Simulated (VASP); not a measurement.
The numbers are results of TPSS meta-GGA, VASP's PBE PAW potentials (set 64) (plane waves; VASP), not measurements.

The input files of a VASP run:

File KPOINTS:
```
Regular mesh
0
gamma
  9 9 9
```

File POSCAR:
```
Rb
1
   -2.8593778316     2.8593778316     2.8593778316
    2.8593778316    -2.8593778316     2.8593778316
    2.8593778316     2.8593778316    -2.8593778316
Rb
1
Direct
  1.0000000000   1.0000000000   1.0000000000
```

INCAR:
```
! general
SYSTEM  = Rb
PREC    = Accurate
ENCUT   = 520
LREAL   = F   ! projection in real space or not
LASPH   = T   ! aspherical one-centre terms

! electronic loop
EDIFF   = 1E-7
NELM    = 100   ! most electronic steps
ALGO    = Normal   ! blocked Davidson
LMAXMIX = 4
LMIXTAU = T

! smearing
ISMEAR  = 1   ! Methfessel-Paxton
SIGMA   = 0.1   ! width (eV)

! functional
METAGGA = TPSS

! ions
ISIF    = 2

! output
LWAVE   = F
LCHARG  = F
```

POTCAR, in this order: Rb_sv (PBE.64 set). Program: vasp_std.

The resulting files:

OSZICAR:
```
...
DAV:  12    -0.976127802151E+01    0.10073E+01   -0.43865E-01   816   0.443E+00    0.615E+00
DAV:  13    -0.965556668824E+01    0.10571E+00   -0.28982E-02   928   0.104E+00    0.569E+00
DAV:  14    -0.945188870259E+01    0.20368E+00   -0.76219E-01   728   0.571E+00    0.207E+00
DAV:  15    -0.940396075286E+01    0.47928E-01   -0.45299E-02   768   0.165E+00    0.259E+00
DAV:  16    -0.949571901488E+01   -0.91758E-01   -0.70079E-02   760   0.186E+00    0.158E+00
DAV:  17    -0.960009771010E+01   -0.10438E+00   -0.11475E-01   792   0.265E+00    0.397E-01
DAV:  18    -0.961939504349E+01   -0.19297E-01   -0.14106E-02   632   0.136E+00    0.268E-01
DAV:  19    -0.961745366343E+01    0.19414E-02   -0.76570E-03   600   0.115E+00    0.263E-01
DAV:  20    -0.958424359912E+01    0.33210E-01   -0.33024E-02   560   0.260E+00    0.106E-01
DAV:  21    -0.622640201443E+07   -0.62264E+07   -0.62118E+07   688   0.162E+04    0.562E+01
DAV:  22     0.438334496872E+03    0.62268E+07   -0.12613E+04   568   0.160E+03    0.384E+01
DAV:  23     0.696082969315E+02   -0.36873E+03   -0.36397E+03  1120   0.366E+02    0.765E+01
DAV:  24    -0.754748179010E+01   -0.77156E+02   -0.72535E+02   832   0.147E+02    0.492E+00
DAV:  25    -0.972647104736E+01   -0.21790E+01   -0.29542E+01   800   0.433E+01    0.611E+00
DAV:  26    -0.969090238560E+01    0.35569E-01   -0.20644E+00   864   0.961E+00    0.388E+00
DAV:  27    -0.964535479328E+01    0.45548E-01   -0.11686E-01   752   0.314E+00    0.265E+00
DAV:  28    -0.966325818005E+01   -0.17903E-01   -0.13207E-01   632   0.286E+00    0.199E+00
DAV:  29    -0.960120873947E+01    0.62049E-01   -0.24507E-02   592   0.209E+00    0.188E+00
DAV:  30    -0.963064244871E+01   -0.29434E-01   -0.17068E-02   568   0.196E+00    0.177E+00
DAV:  31    -0.963579770363E+01   -0.51553E-02   -0.35511E-03   608   0.946E-01    0.173E+00
DAV:  32    -0.961974285303E+01    0.16055E-01   -0.19174E-02   576   0.179E+00    0.166E+00
DAV:  33    -0.962642273506E+01   -0.66799E-02   -0.83839E-03   560   0.125E+00    0.162E+00
DAV:  34    -0.961489095244E+01    0.11532E-01   -0.16717E-03   592   0.654E-01    0.153E+00
DAV:  35    -0.961090266677E+01    0.39883E-02   -0.53265E-03   576   0.918E-01    0.140E+00
DAV:  36    -0.960904264530E+01    0.18600E-02   -0.32379E-03   568   0.890E-01    0.133E+00
DAV:  37    -0.961468101782E+01   -0.56384E-02   -0.21389E-03   576   0.696E-01    0.112E+00
DAV:  38    -0.960549064631E+01    0.91904E-02   -0.11936E-02   560   0.181E+00    0.897E-01
DAV:  39    -0.960171319001E+01    0.37775E-02   -0.28383E-02   560   0.326E+00    0.845E-01
DAV:  40    -0.959382831789E+01    0.78849E-02   -0.25214E-02   560   0.280E+00    0.674E-01
DAV:  41    -0.959283097506E+01    0.99734E-03   -0.77691E+01   560   0.328E+03    0.330E-01
DAV:  42    -0.960824656075E+01   -0.15416E-01   -0.11788E-01   560   0.430E+00    0.168E-01
DAV:  43    -0.960359935826E+01    0.46472E-02   -0.15506E-03   608   0.584E-01    0.106E-01
DAV:  44    -0.960244121052E+01    0.11581E-02   -0.22536E-03   568   0.726E-01    0.724E-02
DAV:  45    -0.962231352884E+01   -0.19872E-01   -0.15045E-01   560   0.269E+00    0.588E-02
DAV:  46    -0.960034470732E+01    0.21969E-01   -0.50296E-01   560   0.840E+00    0.562E-02
DAV:  47    -0.960023213723E+01    0.11257E-03   -0.51418E-04   744   0.164E-01    0.628E-02
DAV:  48    -0.960042572265E+01   -0.19359E-03   -0.29312E-05   856   0.500E-02    0.621E-02
DAV:  49    -0.959971022752E+01    0.71550E-03   -0.78413E-05   624   0.114E-01    0.625E-02
DAV:  50    -0.960019848143E+01   -0.48825E-03   -0.92385E-05   600   0.114E-01    0.677E-02
DAV:  51    -0.959913774418E+01    0.10607E-02   -0.16477E-04   576   0.122E-01    0.682E-02
DAV:  52    -0.959939465499E+01   -0.25691E-03   -0.26318E-04   576   0.205E-01    0.711E-02
DAV:  53    -0.959923347751E+01    0.16118E-03   -0.15451E-04   576   0.167E-01    0.715E-02
DAV:  54    -0.959903695750E+01    0.19652E-03   -0.19405E-05   632   0.575E-02    0.725E-02
DAV:  55    -0.959899418086E+01    0.42777E-04   -0.15433E-06   680   0.162E-02    0.720E-02
DAV:  56    -0.959819012782E+01    0.80405E-03   -0.10058E-03   560   0.522E-01    0.714E-02
DAV:  57    -0.959837561380E+01   -0.18549E-03   -0.15504E-03   560   0.659E-01    0.694E-02
DAV:  58    -0.959938638750E+01   -0.10108E-02   -0.96531E-04   560   0.414E-01    0.669E-02
DAV:  59    -0.959903399460E+01    0.35239E-03   -0.13723E-04   560   0.119E-01    0.628E-02
DAV:  60    -0.959935688034E+01   -0.32289E-03   -0.17429E-04   560   0.135E-01    0.556E-02
DAV:  61    -0.959977435766E+01   -0.41748E-03   -0.29046E-04   560   0.192E-01    0.403E-02
DAV:  62    -0.959910464564E+01    0.66971E-03   -0.12192E-03   560   0.506E-01    0.324E-02
DAV:  63    -0.960040824293E+01   -0.13036E-02   -0.13516E-03   560   0.515E-01    0.273E-02
DAV:  64    -0.959885081558E+01    0.15574E-02   -0.17861E-03   560   0.662E-01    0.260E-02
DAV:  65    -0.960095570997E+01   -0.21049E-02   -0.13283E-03   560   0.575E-01    0.343E-02
DAV:  66    -0.960020738527E+01    0.74832E-03   -0.47476E-03   560   0.987E-01    0.656E-02
DAV:  67    -0.959404329589E+01    0.61641E-02   -0.11694E-02   560   0.155E+00    0.494E-02
DAV:  68    -0.959899671333E+01   -0.49534E-02   -0.28200E-02   560   0.246E+00    0.408E-02
DAV:  69    -0.959478722145E+01    0.42095E-02   -0.29913E-02   560   0.258E+00    0.404E-02
DAV:  70    -0.959957870058E+01   -0.47915E-02   -0.48925E-03   560   0.114E+00    0.317E-02
DAV:  71    -0.958698179797E+01    0.12597E-01   -0.16511E+02   560   0.627E+03    0.965E-03
DAV:  72    -0.959977694995E+01   -0.12795E-01   -0.17819E-01   560   0.427E+00    0.867E-03
DAV:  73    -0.957550308757E+01    0.24274E-01   -0.31956E+02   560   0.752E+03    0.157E-02
DAV:  74    -0.959210416126E+01   -0.16601E-01   -0.10971E-01   560   0.404E+00    0.153E-02
DAV:  75    -0.959063929628E+01    0.14649E-02   -0.58547E-03   560   0.122E+00    0.169E-02
DAV:  76    -0.959693355738E+01   -0.62943E-02   -0.69606E-03   560   0.102E+00    0.117E-02
DAV:  77    -0.959740375803E+01   -0.47020E-03   -0.42756E-04   560   0.304E-01    0.140E-02
DAV:  78    -0.959847406991E+01   -0.10703E-02   -0.44360E-04   560   0.359E-01    0.159E-02
DAV:  79    -0.959796945344E+01    0.50462E-03   -0.46517E-04   560   0.322E-01    0.202E-02
DAV:  80    -0.959692756126E+01    0.10419E-02   -0.66902E-04   560   0.345E-01    0.227E-02
DAV:  81    -0.959792776250E+01   -0.10002E-02   -0.61729E-04   560   0.310E-01    0.223E-02
DAV:  82    -0.959796363078E+01   -0.35868E-04   -0.57457E-05   560   0.868E-02    0.225E-02
DAV:  83    -0.959799119477E+01   -0.27564E-04   -0.42634E-05   560   0.650E-02    0.213E-02
DAV:  84    -0.959801486136E+01   -0.23667E-04   -0.46310E-06   672   0.312E-02    0.221E-02
DAV:  85    -0.959798376333E+01    0.31098E-04   -0.46199E-06   560   0.269E-02    0.229E-02
DAV:  86    -0.959793954074E+01    0.44223E-04   -0.65159E-05   560   0.841E-02    0.238E-02
DAV:  87    -0.959797407285E+01   -0.34532E-04   -0.11050E-05   560   0.477E-02    0.248E-02
DAV:  88    -0.959798581464E+01   -0.11742E-04   -0.83603E-06   560   0.315E-02    0.239E-02
DAV:  89    -0.959797750672E+01    0.83079E-05   -0.86005E-07   560   0.121E-02    0.239E-02
DAV:  90    -0.959797947524E+01   -0.19685E-05   -0.39103E-08   776   0.255E-03    0.238E-02
DAV:  91    -0.959727494128E+01    0.70453E-03   -0.41025E-04   560   0.256E-01    0.140E-02
DAV:  92    -0.959727945545E+01   -0.45142E-05   -0.45991E-05   560   0.784E-02    0.151E-02
DAV:  93    -0.959733483377E+01   -0.55378E-04   -0.15149E-05   560   0.500E-02    0.157E-02
DAV:  94    -0.959722467315E+01    0.11016E-03   -0.33842E-05   560   0.770E-02    0.148E-02
DAV:  95    -0.959719634070E+01    0.28332E-04   -0.41285E-06   560   0.257E-02    0.143E-02
DAV:  96    -0.959755682727E+01   -0.36049E-03   -0.80384E-05   560   0.125E-01    0.143E-02
DAV:  97    -0.959760160581E+01   -0.44779E-04   -0.11090E-05   560   0.397E-02    0.144E-02
DAV:  98    -0.959754413368E+01    0.57472E-04   -0.30185E-05   560   0.729E-02    0.150E-02
DAV:  99    -0.959755157934E+01   -0.74457E-05   -0.19231E-07   720   0.532E-03    0.150E-02
DAV: 100    -0.959744066946E+01    0.11091E-03   -0.56688E-06   560   0.312E-02
   1 F= -.95974407E+01 E0= -.95972145E+01  d E =-.678657E-03
```

**OUTCAR**
```
------------------------ aborting loop EDIFF was not reached (unconverged)  ----------------------------
  FORCE on cell =-STRESS in cart. coord.  units (eV):
  Direction    XX          YY          ZZ          XY          YZ          ZX
  --------------------------------------------------------------------------------------
  Total        0.0233790      0.0233790      0.0233790     -0.0000000      0.0000000     -0.0000000
  in kB        0.4005555      0.4005555      0.4005555     -0.0000000      0.0000000     -0.0000000
  external PRESSURE =       0.4005555 kB  Pullay stress =       0.0000000 kB
  volume of cell :       93.51
      direct lattice vectors                 reciprocal lattice vectors
    -2.859377832  2.859377832  2.859377832     0.000000000  0.174863215  0.174863215
     2.859377832 -2.859377832  2.859377832     0.174863215  0.000000000  0.174863215
     2.859377832  2.859377832 -2.859377832     0.174863215  0.174863215  0.000000000
 POSITION                                       TOTAL-FORCE (eV/Angst)
 -----------------------------------------------------------------------------------
      0.00000      0.00000      0.00000         0.000000     -0.000000      0.000000
 -----------------------------------------------------------------------------------
    total drift:                               -0.000000      0.000000     -0.000000
  FREE ENERGIE OF THE ION-ELECTRON SYSTEM (eV)
  ---------------------------------------------------
  free  energy   TOTEN  =        -9.5974406695 eV

  energy  without entropy=       -9.5967620128  energy(sigma->0) =       -9.59721445
```
(Selected blocks of OUTCAR.)

**stdout**
```
...
DAV:  81    -0.959792776250E+01   -0.10002E-02   -0.61729E-04   560   0.310E-01    0.223E-02
DAV:  82    -0.959796363078E+01   -0.35868E-04   -0.57457E-05   560   0.868E-02    0.225E-02
DAV:  83    -0.959799119477E+01   -0.27564E-04   -0.42634E-05   560   0.650E-02    0.213E-02
DAV:  84    -0.959801486136E+01   -0.23667E-04   -0.46310E-06   672   0.312E-02    0.221E-02
DAV:  85    -0.959798376333E+01    0.31098E-04   -0.46199E-06   560   0.269E-02    0.229E-02
DAV:  86    -0.959793954074E+01    0.44223E-04   -0.65159E-05   560   0.841E-02    0.238E-02
DAV:  87    -0.959797407285E+01   -0.34532E-04   -0.11050E-05   560   0.477E-02    0.248E-02
DAV:  88    -0.959798581464E+01   -0.11742E-04   -0.83603E-06   560   0.315E-02    0.239E-02
DAV:  89    -0.959797750672E+01    0.83079E-05   -0.86005E-07   560   0.121E-02    0.239E-02
DAV:  90    -0.959797947524E+01   -0.19685E-05   -0.39103E-08   776   0.255E-03    0.238E-02
DAV:  91    -0.959727494128E+01    0.70453E-03   -0.41025E-04   560   0.256E-01    0.140E-02
DAV:  92    -0.959727945545E+01   -0.45142E-05   -0.45991E-05   560   0.784E-02    0.151E-02
DAV:  93    -0.959733483377E+01   -0.55378E-04   -0.15149E-05   560   0.500E-02    0.157E-02
DAV:  94    -0.959722467315E+01    0.11016E-03   -0.33842E-05   560   0.770E-02    0.148E-02
DAV:  95    -0.959719634070E+01    0.28332E-04   -0.41285E-06   560   0.257E-02    0.143E-02
DAV:  96    -0.959755682727E+01   -0.36049E-03   -0.80384E-05   560   0.125E-01    0.143E-02
DAV:  97    -0.959760160581E+01   -0.44779E-04   -0.11090E-05   560   0.397E-02    0.144E-02
DAV:  98    -0.959754413368E+01    0.57472E-04   -0.30185E-05   560   0.729E-02    0.150E-02
DAV:  99    -0.959755157934E+01   -0.74457E-05   -0.19231E-07   720   0.532E-03    0.150E-02
DAV: 100    -0.959744066946E+01    0.11091E-03   -0.56688E-06   560   0.312E-02

 -----------------------------------------------------------------------------
|                                                                             |
|           W    W    AA    RRRRR   N    N  II  N    N   GGGG   !!!           |
|           W    W   A  A   R    R  NN   N  II  NN   N  G    G  !!!           |
|           W    W  A    A  R    R  N N  N  II  N N  N  G       !!!           |
|           W WW W  AAAAAA  RRRRR   N  N N  II  N  N N  G  GGG   !            |
|           WW  WW  A    A  R   R   N   NN  II  N   NN  G    G                |
|           W    W  A    A  R    R  N    N  II  N    N   GGGG   !!!           |
|                                                                             |
|     The electronic self-consistency was not achieved in the given           |
|     number of steps (NELM). The forces and other quantities evaluated       |
|     might not be reliable so examine the results carefully. If you find     |
|     spurious results, we suggest increasing NELM, if you were close to      |
|     convergence or switching to a different ALGO or adjusting the           |
|     density mixing parameters otherwise.                                    |
|                                                                             |
 -----------------------------------------------------------------------------

   1 F= -.95974407E+01 E0= -.95972145E+01  d E =-.678657E-03
```

Convergence was not reached.

The compound is Rb in the bcc structure. This cell is one point of a volume scan, at 0.97 of the reference volume.
